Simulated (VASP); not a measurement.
Input:

```yaml
crystal:
  lattice:
    - [10.93707, 0.00000, 0.00000]
    - [0.00000, 10.93707, 0.00000]
    - [0.00000, 0.00000, 10.93707]
  atoms:
    - { symbol: Si, position: [0.49998, 0.99988, 0.99974] }
    - { symbol: Si, position: [0.62545, 0.12544, 0.12566] }
    - { symbol: Si, position: [0.74987, 0.25015, 0.00069] }
    - { symbol: Si, position: [0.87413, 0.37466, 0.12581] }
    - { symbol: Si, position: [0.74971, 0.00036, 0.25022] }
    - { symbol: Si, position: [0.87390, 0.12565, 0.37459] }
    - { symbol: Si, position: [0.00001, 0.00007, 0.00001] }
    - { symbol: Si, position: [0.12518, 0.12515, 0.12520] }
    - { symbol: Si, position: [0.25006, 0.25004, 0.99914] }
    - { symbol: Si, position: [0.37468, 0.37454, 0.12458] }
    - { symbol: Si, position: [0.49998, 0.50023, 0.99986] }
    - { symbol: Si, position: [0.62523, 0.62509, 0.12523] }
    - { symbol: Si, position: [0.74980, 0.74976, 0.99956] }
    - { symbol: Si, position: [0.87477, 0.87475, 0.12522] }
    - { symbol: Si, position: [0.24994, 0.99892, 0.24995] }
    - { symbol: Si, position: [0.37451, 0.12439, 0.37453] }
    - { symbol: Si, position: [0.49863, 0.24929, 0.24950] }
    - { symbol: Si, position: [0.63104, 0.36754, 0.36833] }
    - { symbol: Si, position: [0.74965, 0.50046, 0.25023] }
    - { symbol: Si, position: [0.87474, 0.62503, 0.37460] }
    - { symbol: Si, position: [0.50002, 0.99970, 0.50002] }
    - { symbol: Si, position: [0.62546, 0.12454, 0.62537] }
    - { symbol: Si, position: [0.74997, 0.24974, 0.50106] }
    - { symbol: Si, position: [0.87511, 0.37459, 0.62513] }
    - { symbol: Si, position: [0.75005, 0.99900, 0.74999] }
    - { symbol: Si, position: [0.87481, 0.12519, 0.87480] }
    - { symbol: Si, position: [0.99983, 0.50001, 0.99971] }
    - { symbol: Si, position: [0.12553, 0.62545, 0.12538] }
    - { symbol: Si, position: [0.25026, 0.74969, 0.00029] }
    - { symbol: Si, position: [0.37461, 0.87404, 0.12545] }
    - { symbol: Si, position: [0.99912, 0.24999, 0.25012] }
    - { symbol: Si, position: [0.12459, 0.37446, 0.37476] }
    - { symbol: Si, position: [0.24900, 0.49851, 0.24905] }
    - { symbol: Si, position: [0.36634, 0.63232, 0.36655] }
    - { symbol: Si, position: [0.50067, 0.75002, 0.24974] }
    - { symbol: Si, position: [0.62506, 0.87467, 0.37480] }
    - { symbol: Si, position: [0.99981, 0.00012, 0.49992] }
    - { symbol: Si, position: [0.12582, 0.12547, 0.62545] }
    - { symbol: Si, position: [0.24963, 0.24933, 0.49867] }
    - { symbol: Si, position: [0.36872, 0.36746, 0.63101] }
    - { symbol: Si, position: [0.63265, 0.63173, 0.63212] }
    - { symbol: Si, position: [0.75027, 0.75005, 0.49902] }
    - { symbol: Si, position: [0.87447, 0.87401, 0.62539] }
    - { symbol: Si, position: [0.25030, 0.00030, 0.74975] }
    - { symbol: Si, position: [0.37457, 0.12562, 0.87401] }
    - { symbol: Si, position: [0.50123, 0.24957, 0.75007] }
    - { symbol: Si, position: [0.62522, 0.37468, 0.87508] }
    - { symbol: Si, position: [0.75045, 0.49876, 0.75033] }
    - { symbol: Si, position: [0.87413, 0.62545, 0.87420] }
    - { symbol: Si, position: [0.00042, 0.74971, 0.25012] }
    - { symbol: Si, position: [0.12541, 0.87411, 0.37461] }
    - { symbol: Si, position: [0.99992, 0.50015, 0.50001] }
    - { symbol: Si, position: [0.12525, 0.62497, 0.62537] }
    - { symbol: Si, position: [0.24959, 0.75011, 0.50092] }
    - { symbol: Si, position: [0.37491, 0.87460, 0.62516] }
    - { symbol: Si, position: [0.00072, 0.25008, 0.74981] }
    - { symbol: Si, position: [0.12588, 0.37467, 0.87395] }
    - { symbol: Si, position: [0.25048, 0.50033, 0.74953] }
    - { symbol: Si, position: [0.37477, 0.62506, 0.87452] }
    - { symbol: Si, position: [0.49937, 0.74975, 0.74988] }
    - { symbol: Si, position: [0.62534, 0.87388, 0.87423] }
    - { symbol: Si, position: [0.99959, 0.74968, 0.74989] }
    - { symbol: Si, position: [0.12524, 0.87474, 0.87480] }
    - { symbol: S, position: [0.49941, 0.49931, 0.49895] }
```

All values below come from HSE06 screened hybrid, VASP's PBE PAW potentials (set 64) (plane waves; VASP 6.6.1). Run with PREC = Normal, LREAL = Auto, ISYM = 0, EDIFF = 1E-5, 400 eV cut-off, 1×1×1 Γ-centred mesh, Gaussian smearing of 0.050 eV, potentials Si S.

The supercell is sampled at Γ alone, which is coarse: total energies, pressure and levels can be off, energies of defects by several tenths of an eV.

Estimate the energy per atom (σ→0), largest force.

The energy per atom (σ→0) comes out as -6.175 eV/atom and the largest force is 0.00301 Ry/bohr.

Total energies compare only between runs with the same potentials, cut-off and functional.

The cell is a supercell with a defect, built from Si (diamond): S_Si. The cell's shape comes from a PBE relaxation. The run is not spin-polarised, so no state with unpaired spins was tried.
